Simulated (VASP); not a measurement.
Output of a VASP run:

### OUTCAR
```
 ion  position               nearest neighbor table
   1  0.000  0.000  0.000-   2 2.80   3 2.80   4 2.80   2 2.80   3 2.80   2 2.80   4 2.80   2 2.80
                             3 2.80   4 2.80   3 2.80   4 2.80
   2  0.000  0.500  0.500-   1 2.80   3 2.80   4 2.80   1 2.80   4 2.80   1 2.80   3 2.80   1 2.80
                             3 2.80   4 2.80   4 2.80   3 2.80
   3  0.500  0.000  0.500-   1 2.80   2 2.80   4 2.80   1 2.80   4 2.80   2 2.80   4 2.80   4 2.80
                             1 2.80   2 2.80   1 2.80   2 2.80
   4  0.500  0.500  0.000-   1 2.80   2 2.80   3 2.80   2 2.80   3 2.80   1 2.80   3 2.80   3 2.80
                             1 2.80   2 2.80   2 2.80   1 2.80
  LATTYP: Found a simple cubic cell.
 ALAT       =     3.9634903847
 Subroutine PRICEL returns:
 Original cell was already a primitive cell.
 Subroutine GETGRP returns: Found 48 space group operations
The static configuration has the point symmetry O_h .
The dynamic configuration has the point symmetry O_h .
 Subroutine INISYM returns: Found 48 space group operations
 Subroutine IBZKPT returns following result:
 Found     20 irreducible k-points:

 Following reciprocal coordinates:
            Coordinates               Weight
  0.000000  0.000000  0.000000      1.000000
  0.142857  0.000000  0.000000      6.000000
  0.285714  0.000000  0.000000      6.000000
  0.428571  0.000000  0.000000      6.000000
  0.142857  0.142857  0.000000     12.000000
  0.285714  0.142857  0.000000     24.000000
  0.428571  0.142857  0.000000     24.000000
  0.285714  0.285714  0.000000     12.000000
  0.428571  0.285714  0.000000     24.000000
  0.428571  0.428571  0.000000     12.000000
  0.142857  0.142857  0.142857      8.000000
  0.285714  0.142857  0.142857     24.000000
  0.428571  0.142857  0.142857     24.000000
  0.285714  0.285714  0.142857     24.000000
  0.428571  0.285714  0.142857     48.000000
  0.428571  0.428571  0.142857     24.000000
  0.285714  0.285714  0.285714      8.000000
  0.428571  0.285714  0.285714     24.000000
  0.428571  0.428571  0.285714     24.000000
  0.428571  0.428571  0.428571      8.000000
   k-points           NKPTS =     20   k-points in BZ     NKDIM =     20   number of bands    NBANDS=     25
   number of dos      NEDOS =    301   number of ions     NIONS =      4
   total plane-waves  NPLWV =  27000
   dimension x,y,z NGX =    30 NGY =   30 NGZ =   30
   dimension x,y,z NGXF=    60 NGYF=   60 NGZF=   60
   ions per type =               1   3
   PREC   = accura    normal or accurate (medium, high low for compatibility)
   ISTART =      0    job   : 0-new  1-cont  2-samecut
   ICHARG =      2    charge: 1-file 2-atom 10-const
   ISPIN  =      1    spin polarized calculation?
   LNONCOLLINEAR =      F non collinear calculations
   LSORBIT =      F    spin-orbit coupling
   INIWAV =      1    electr: 0-lowe 1-rand  2-diag
   ENCUT  =  520.0 eV  38.22 Ry    6.18 a.u.   7.37  7.37  7.37*2*pi/ulx,y,z
   NELM   =    100;   NELMIN=  2; NELMDL= -5     # of ELM steps
   EDIFF  = 0.1E-05   stopping-criterion for ELM
   LREAL  =      F    real-space projection
   NLSPLINE    = F    spline interpolate recip. space projectors
   LMAXMIX     =    6 max onsite mixed and CHGCAR
   VOSKOWN=      0    Vosko Wilk Nusair interpolation
   EDIFFG = -.2E-01   stopping-criterion for IOM
   NSW    =     60    number of steps for IOM
   NBLOCK =      1;   KBLOCK =     60    inner block; outer block
   IBRION =      2    ionic relax: 0-MD 1-quasi-New 2-CG
   NFREE  =      1    steps in history (QN), initial steepest desc. (CG)
   ISIF   =      3    stress and relaxation
   ISYM   =      2    0-nonsym 1-usesym 2-fastsym
   TEIN   =    0.0    initial temperature
   TEBEG  =    0.0;   TEEND  =   0.0 temperature during run
   SMASS  =  -3.00    Nose mass-parameter (am)
   PSTRESS=    0.0 pullay stress
   NELECT =      42.0000    total number of electrons
   EFERMI =   0.00;   METHOD = LEGACY
   ISMEAR =     1;   SIGMA  =   0.10  broadening in eV -4-tet -1-fermi 0-gaus
   IALGO  =     38    algorithm
   LDIAG  =      T    sub-space diagonalisation (order eigenvalues)
   IMIX   =      4    mixing-type and parameters
     AMIX     =   0.40;   BMIX     =  1.00
...
```

**OSZICAR**
```
       N       E                     dE             d eps       ncg     rms          rms(c)
DAV:   1     0.387277849154E+03    0.38728E+03   -0.21245E+04  1000   0.179E+03
DAV:   2     0.184487323528E+01   -0.38543E+03   -0.37802E+03  1092   0.452E+02
DAV:   3    -0.298110659510E+02   -0.31656E+02   -0.30099E+02  1497   0.110E+02
DAV:   4    -0.307803711741E+02   -0.96931E+00   -0.96496E+00  1222   0.200E+01
DAV:   5    -0.308060382708E+02   -0.25667E-01   -0.25646E-01  1413   0.326E+00    0.198E+01
DAV:   6    -0.293287977506E+02    0.14772E+01   -0.26673E+01  1428   0.340E+01    0.157E+01
DAV:   7    -0.284887029470E+02    0.84009E+00   -0.35796E+01  1457   0.350E+01    0.968E+00
DAV:   8    -0.277893722071E+02    0.69933E+00   -0.16778E+00  1429   0.972E+00    0.454E+00
DAV:   9    -0.276760075434E+02    0.11336E+00   -0.19679E+00  1516   0.755E+00    0.221E+00
DAV:  10    -0.276331049826E+02    0.42903E-01   -0.25704E-01  1485   0.342E+00    0.391E-01
DAV:  11    -0.276361450613E+02   -0.30401E-02   -0.61235E-03  1379   0.560E-01    0.548E-01
DAV:  12    -0.276333976540E+02    0.27474E-02   -0.19143E-02  1518   0.811E-01    0.962E-02
DAV:  13    -0.276333546320E+02    0.43022E-04   -0.30441E-04  1243   0.130E-01    0.425E-02
DAV:  14    -0.276333493472E+02    0.52848E-05   -0.24328E-05  1438   0.292E-02    0.280E-02
DAV:  15    -0.276333438877E+02    0.54595E-05   -0.41523E-05  1475   0.414E-02    0.349E-03
DAV:  16    -0.276333442129E+02   -0.32526E-06   -0.54672E-07   620   0.611E-03
   1 F= -.27633344E+02 E0= -.27633554E+02  d E =-.276333E+02
```

File OUTCAR:
```
------------------------ aborting loop because EDIFF is reached ----------------------------------------
  FORCE on cell =-STRESS in cart. coord.  units (eV):
  Direction    XX          YY          ZZ          XY          YZ          ZX
  --------------------------------------------------------------------------------------
  Total       -0.0584067     -0.0584067     -0.0584067     -0.0000000      0.0000000     -0.0000000
  in kB       -1.5029340     -1.5029340     -1.5029340     -0.0000000      0.0000000     -0.0000000
  external PRESSURE =      -1.5029340 kB  Pullay stress =       0.0000000 kB
  volume of cell :       62.26
      direct lattice vectors                 reciprocal lattice vectors
     3.963490385  0.000000000  0.000000000     0.252302870  0.000000000  0.000000000
     0.000000000  3.963490385  0.000000000     0.000000000  0.252302870  0.000000000
     0.000000000  0.000000000  3.963490385     0.000000000  0.000000000  0.252302870
 POSITION                                       TOTAL-FORCE (eV/Angst)
 -----------------------------------------------------------------------------------
      0.00000      0.00000      0.00000         0.000000      0.000000      0.000000
      0.00000      1.98175      1.98175         0.000000      0.000000      0.000000
      1.98175      0.00000      1.98175         0.000000      0.000000      0.000000
      1.98175      1.98175      0.00000         0.000000      0.000000      0.000000
 -----------------------------------------------------------------------------------
    total drift:                                0.000000      0.000000     -0.000000
  FREE ENERGIE OF THE ION-ELECTRON SYSTEM (eV)
  ---------------------------------------------------
  free  energy   TOTEN  =       -27.6333442129 eV

  energy  without entropy=      -27.6339745696  energy(sigma->0) =      -27.63355433

 reached required accuracy - stopping structural energy minimisation
```
(Selected blocks of OUTCAR.)

POSCAR:
```
Pt3Ti
1
    3.9634903847    -0.0000000000    -0.0000000000
    0.0000000000     3.9634903847     0.0000000000
    0.0000000000    -0.0000000000     3.9634903847
Ti Pt
1 3
Direct
  0.0000000000   0.0000000000   0.0000000000
  0.0000000000   0.5000000000   0.5000000000
  0.5000000000   0.0000000000   0.5000000000
  0.5000000000   0.5000000000   0.0000000000
```

Q: Reconstruct the remaining input files.

A: Several could match; the one computed here: the input of the run itself, revPBE GGA, plane waves, VASP's PBE PAW potentials (set 64).

**KPOINTS**
```
Automatic mesh
0
Gamma
7 7 7
0 0 0
```

### INCAR
```
! general
SYSTEM =Pt3Ti
PREC   =Accurate
ENCUT  =520
LREAL  =.FALSE.
LASPH  =.TRUE.

! electronic loop
EDIFF  =1E-6
NELM   =100
ALGO   =Normal
LMAXMIX=6

! smearing
ISMEAR =1
SIGMA  =0.1

! functional
GGA    =RE

! ions
IBRION =2
NSW    =60
ISIF   =3
EDIFFG =-0.02

! output
LWAVE  =.FALSE.
LCHARG =.FALSE.
```

POTCAR, in this order: Ti_sv Pt (PBE.64 set). Program: vasp_std.

The compound is Pt3Ti in the L1_2 structure. It was relaxed first. The start is the result of an earlier pass.
